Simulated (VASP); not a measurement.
All values below come from PBEsol GGA, VASP's PBE PAW potentials (set 64) (plane waves; VASP).

A VASP calculation is set up with these files.

KPOINTS:
```
Automatic mesh
0
Gamma
6 6 6
0 0 0
```

POSCAR:
```
CdBr2
1
    1.9913128947     1.1496852429     6.4413227330
   -1.9913128947     1.1496852429     6.4413227330
    0.0000000000    -2.2993704858     6.4413227330
Cd Br
1 2
Direct
  0.0000000000   0.0000000000   0.0000000000
  0.7466177151   0.7466177151   0.7466177151
  0.2533822849   0.2533822849   0.2533822849
```

INCAR:
```
SYSTEM = CdBr2
PREC = Accurate; ENCUT = 400; LREAL = .FALSE.
LASPH = .TRUE.
EDIFF = 1E-6; NELM = 100; ALGO = Normal
LMAXMIX = 4
ISMEAR = 0; SIGMA = 0.05
GGA = PS
IBRION = 2; NSW = 60; ISIF = 3
EDIFFG = -0.02
LWAVE = .FALSE.; LCHARG = .FALSE.
```

POTCAR, in this order: Cd Br (PBE.64 set). Program: vasp_std.

Output of the run:

**OUTCAR**
```
 ion  position               nearest neighbor table
   1  0.000  0.000  0.000-   2 2.77   2 2.77   3 2.77   3 2.77   2 2.77   3 2.77
   2  0.747  0.747  0.747-   1 2.77   1 2.77   1 2.77
   3  0.253  0.253  0.253-   1 2.77   1 2.77   1 2.77
  LATTYP: Found a trigonal (rhomboedric) cell.
 ALAT       =     6.8394255426
 COS(alpha) =     0.8304609027
 Subroutine PRICEL returns:
 Original cell was already a primitive cell.
 Subroutine GETGRP returns: Found 12 space group operations
The static configuration has the point symmetry D_3d.
The dynamic configuration has the point symmetry D_3d.
 Subroutine INISYM returns: Found 12 space group operations
 Subroutine IBZKPT returns following result:
 Found     32 irreducible k-points:

 Following reciprocal coordinates:
            Coordinates               Weight
  0.000000  0.000000  0.000000      1.000000
  0.166667 -0.000000 -0.000000      6.000000
  0.333333 -0.000000 -0.000000      6.000000
  0.500000  0.000000 -0.000000      3.000000
  0.166667  0.166667 -0.000000      6.000000
  0.333333  0.166667 -0.000000     12.000000
  0.500000  0.166667 -0.000000     12.000000
 -0.333333  0.166667  0.000000     12.000000
 -0.166667  0.166667  0.000000      6.000000
  0.333333  0.333333 -0.000000      6.000000
  0.500000  0.333333 -0.000000     12.000000
 -0.333333  0.333333  0.000000      6.000000
  0.500000  0.500000 -0.000000      3.000000
  0.166667  0.166667  0.166667      2.000000
  0.333333  0.166667  0.166667      6.000000
  0.500000  0.166667  0.166667      6.000000
 -0.333333  0.166667  0.166667      6.000000
 -0.166667  0.166667  0.166667      6.000000
  0.333333  0.333333  0.166667      6.000000
  0.500000  0.333333  0.166667     12.000000
 -0.333333  0.333333  0.166667     12.000000
 -0.166667  0.333333  0.166667     12.000000
...
```

**OSZICAR**
```
       N       E                     dE             d eps       ncg     rms          rms(c)
DAV:   1     0.158304332340E+03    0.15830E+03   -0.10866E+04  1088   0.109E+03
DAV:   2     0.100803923313E+01   -0.15730E+03   -0.15432E+03  1343   0.278E+02
DAV:   3    -0.782154372007E+01   -0.88296E+01   -0.88175E+01  1210   0.695E+01
DAV:   4    -0.789084505376E+01   -0.69301E-01   -0.69289E-01  1503   0.627E+00
DAV:   5    -0.789120042473E+01   -0.35537E-03   -0.35535E-03  1329   0.417E-01    0.784E+00
DAV:   6    -0.748275765187E+01    0.40844E+00   -0.89567E-01  1367   0.121E+01    0.628E+00
DAV:   7    -0.744944352194E+01    0.33314E-01   -0.29638E-01  1307   0.411E+00    0.251E+00
DAV:   8    -0.744732156358E+01    0.21220E-02   -0.50379E-02  1177   0.285E+00    0.373E-01
DAV:   9    -0.744676651495E+01    0.55505E-03   -0.41517E-03  1293   0.896E-01    0.142E-01
DAV:  10    -0.744680437435E+01   -0.37859E-04   -0.37396E-04  1262   0.153E-01    0.573E-02
DAV:  11    -0.744681415476E+01   -0.97804E-05   -0.20354E-05  1371   0.485E-02    0.179E-02
DAV:  12    -0.744681720245E+01   -0.30477E-05   -0.44945E-06  1311   0.187E-02    0.375E-03
DAV:  13    -0.744681736458E+01   -0.16213E-06   -0.48479E-07   934   0.640E-03
   1 F= -.74468174E+01 E0= -.74468174E+01  d E =-.744682E+01
       N       E                     dE             d eps       ncg     rms          rms(c)
DAV:   1    -0.744795408890E+01   -0.11369E-02   -0.38185E-02  1131   0.168E+00    0.189E-01
DAV:   2    -0.744728844938E+01    0.66564E-03   -0.19261E-03  1202   0.479E-01    0.754E-02
DAV:   3    -0.744716599588E+01    0.12245E-03   -0.23994E-04  1294   0.133E-01    0.508E-02
DAV:   4    -0.744714610284E+01    0.19893E-04   -0.25387E-05  1241   0.428E-02    0.141E-02
DAV:   5    -0.744714564574E+01    0.45710E-06   -0.32129E-06  1068   0.167E-02
   2 F= -.74471456E+01 E0= -.74471456E+01  d E =-.328281E-03
       N       E                     dE             d eps       ncg     rms          rms(c)
DAV:   1    -0.744966714620E+01   -0.25210E-02   -0.10240E-01  1117   0.274E+00    0.310E-01
DAV:   2    -0.744787965700E+01    0.17875E-02   -0.51741E-03  1183   0.786E-01    0.123E-01
DAV:   3    -0.744755089370E+01    0.32876E-03   -0.65029E-04  1296   0.218E-01    0.825E-02
DAV:   4    -0.744749646101E+01    0.54433E-04   -0.67562E-05  1210   0.699E-02    0.229E-02
DAV:   5    -0.744749454811E+01    0.19129E-05   -0.87210E-06  1268   0.273E-02    0.720E-03
DAV:   6    -0.744749511905E+01   -0.57094E-06   -0.97674E-07   573   0.935E-03
   3 F= -.74474951E+01 E0= -.74474951E+01  d E =-.677754E-03
       N       E                     dE             d eps       ncg     rms          rms(c)
DAV:   1    -0.745609978437E+01   -0.86052E-02   -0.41075E-01  1103   0.549E+00    0.618E-01
DAV:   2    -0.744891446522E+01    0.71853E-02   -0.20896E-02  1207   0.158E+00    0.245E-01
DAV:   3    -0.744758738314E+01    0.13271E-02   -0.26169E-03  1265   0.439E-01    0.164E-01
DAV:   4    -0.744736483551E+01    0.22255E-03   -0.27247E-04  1221   0.140E-01    0.448E-02
DAV:   5    -0.744735510054E+01    0.97350E-05   -0.33142E-05  1260   0.537E-02    0.145E-02
DAV:   6    -0.744735678200E+01   -0.16815E-05   -0.40460E-06  1199   0.183E-02    0.601E-03
DAV:   7    -0.744735690399E+01   -0.12199E-06   -0.32255E-07   568   0.517E-03
   4 F= -.74473569E+01 E0= -.74473569E+01  d E =-.539539E-03
       N       E                     dE             d eps       ncg     rms          rms(c)
DAV:   1    -0.745099528419E+01   -0.36385E-02   -0.16076E-01  1102   0.344E+00    0.395E-01
DAV:   2    -0.744819296245E+01    0.28023E-02   -0.81569E-03  1207   0.991E-01    0.156E-01
DAV:   3    -0.744767354845E+01    0.51941E-03   -0.10045E-03  1265   0.273E-01    0.106E-01
DAV:   4    -0.744757521473E+01    0.98334E-04   -0.10920E-04  1211   0.883E-02    0.304E-02
DAV:   5    -0.744756780778E+01    0.74069E-05   -0.14550E-05  1259   0.352E-02    0.909E-03
DAV:   6    -0.744756787154E+01   -0.63761E-07   -0.16240E-06   627   0.120E-02
   5 F= -.74475679E+01 E0= -.74475679E+01  d E =-.750507E-03
       N       E                     dE             d eps       ncg     rms          rms(c)
DAV:   1    -0.744802001061E+01   -0.45220E-03   -0.44103E-02  1100   0.166E+00    0.164E-01
DAV:   2    -0.744770996212E+01    0.31005E-03   -0.24163E-03  1405   0.508E-01    0.823E-02
DAV:   3    -0.744764205925E+01    0.67903E-04   -0.13596E-04  1156   0.100E-01    0.586E-02
DAV:   4    -0.744762572608E+01    0.16333E-04   -0.26878E-05  1213   0.366E-02    0.207E-02
DAV:   5    -0.744762350058E+01    0.22255E-05   -0.22925E-06   849   0.136E-02    0.425E-03
DAV:   6    -0.744762348809E+01    0.12488E-07   -0.37808E-07   563   0.758E-03
   6 F= -.74476235E+01 E0= -.74476235E+01  d E =-.556166E-04
       N       E                     dE             d eps       ncg     rms          rms(c)
DAV:   1    -0.744769081620E+01   -0.67316E-04   -0.53955E-03  1101   0.580E-01    0.570E-02
DAV:   2    -0.744765200499E+01    0.38811E-04   -0.29632E-04  1393   0.178E-01    0.286E-02
DAV:   3    -0.744764418627E+01    0.78187E-05   -0.16564E-05  1167   0.350E-02    0.204E-02
DAV:   4    -0.744764320600E+01    0.98026E-06   -0.31925E-06   986   0.126E-02
   7 F= -.74476432E+01 E0= -.74476432E+01  d E =-.753345E-04
       N       E                     dE             d eps       ncg     rms          rms(c)
DAV:   1    -0.744807378766E+01   -0.42960E-03   -0.28273E-02  1088   0.129E+00    0.156E-01
DAV:   2    -0.744781731773E+01    0.25647E-03   -0.13578E-03  1141   0.396E-01    0.525E-02
DAV:   3    -0.744775269139E+01    0.64626E-04   -0.11186E-04  1290   0.889E-02    0.378E-02
DAV:   4    -0.744773673047E+01    0.15961E-04   -0.37233E-05  1259   0.444E-02    0.127E-02
DAV:   5    -0.744773686482E+01   -0.13435E-06   -0.24701E-06  1014   0.139E-02
   8 F= -.74477369E+01 E0= -.74477369E+01  d E =-.936588E-04
       N       E                     dE             d eps       ncg     rms          rms(c)
DAV:   1    -0.745101646645E+01   -0.32797E-02   -0.25602E-01  1088   0.387E+00    0.466E-01
DAV:   2    -0.744869309413E+01    0.23234E-02   -0.12345E-02  1137   0.119E+00    0.157E-01
DAV:   3    -0.744810511272E+01    0.58798E-03   -0.10279E-03  1287   0.270E-01    0.113E-01
DAV:   4    -0.744795647880E+01    0.14863E-03   -0.33259E-04  1263   0.133E-01    0.375E-02
DAV:   5    -0.744795565741E+01    0.82139E-06   -0.21882E-05  1213   0.413E-02    0.188E-02
DAV:   6    -0.744795690539E+01   -0.12480E-05   -0.45121E-06  1100   0.198E-02    0.276E-03
DAV:   7    -0.744795705186E+01   -0.14647E-06   -0.71619E-07   638   0.106E-02
   9 F= -.74479571E+01 E0= -.74479571E+01  d E =-.313846E-03
```

File OUTCAR:
```
------------------------ aborting loop because EDIFF is reached ----------------------------------------
  FORCE on cell =-STRESS in cart. coord.  units (eV):
  Direction    XX          YY          ZZ          XY          YZ          ZX
  --------------------------------------------------------------------------------------
  Total       -0.0166265     -0.0166265     -0.0530753      0.0000000      0.0000000      0.0000000
  in kB       -0.3040919     -0.3040920     -0.9707258      0.0000000      0.0000000      0.0000000
  external PRESSURE =      -0.5263032 kB  Pullay stress =       0.0000000 kB
  volume of cell :       87.60
      direct lattice vectors                 reciprocal lattice vectors
     1.983436723  1.145137931  6.428042739     0.252087699  0.145542875  0.051856117
    -1.983436723  1.145137931  6.428042739    -0.252087699  0.145542875  0.051856117
     0.000000000 -2.290275861  6.428042739     0.000000000 -0.291085750  0.051856117
 POSITION                                       TOTAL-FORCE (eV/Angst)
 -----------------------------------------------------------------------------------
      0.00000      0.00000      0.00000        -0.000000      0.000000     -0.000000
      0.00000      0.00000     14.41581        -0.000000     -0.000000     -0.000454
      0.00000      0.00000      4.86832         0.000000     -0.000000      0.000454
 -----------------------------------------------------------------------------------
    total drift:                                0.000000     -0.000000     -0.000000
  FREE ENERGIE OF THE ION-ELECTRON SYSTEM (eV)
  ---------------------------------------------------
  free  energy   TOTEN  =        -7.4479570519 eV

  energy  without entropy=       -7.4479570519  energy(sigma->0) =       -7.44795705

 reached required accuracy - stopping structural energy minimisation
```
(Selected blocks of OUTCAR.)

**CONTCAR**
```
CdBr2
   1.00000000000000
     1.9834367228999379    1.1451379305229965    6.4280427387532564
    -1.9834367228999379    1.1451379305229965    6.4280427387532564
     0.0000000000000000   -2.2902758610459930    6.4280427387532564
  Cd              Br
     1     2
Direct
     0.0000000000000000    0.0000000000000000    0.0000000000000000
     0.7475477801091410    0.7475477801091410    0.7475477801091410
     0.2524522198908588    0.2524522198908588    0.2524522198908588
```

The structure comes from a computed database's CdBr2 entry (R-3m); how it stands against other phases isn't given here. This run relaxes it. Symmetry was kept, so distortions that lower it aren't found. The start is the result of an earlier pass.
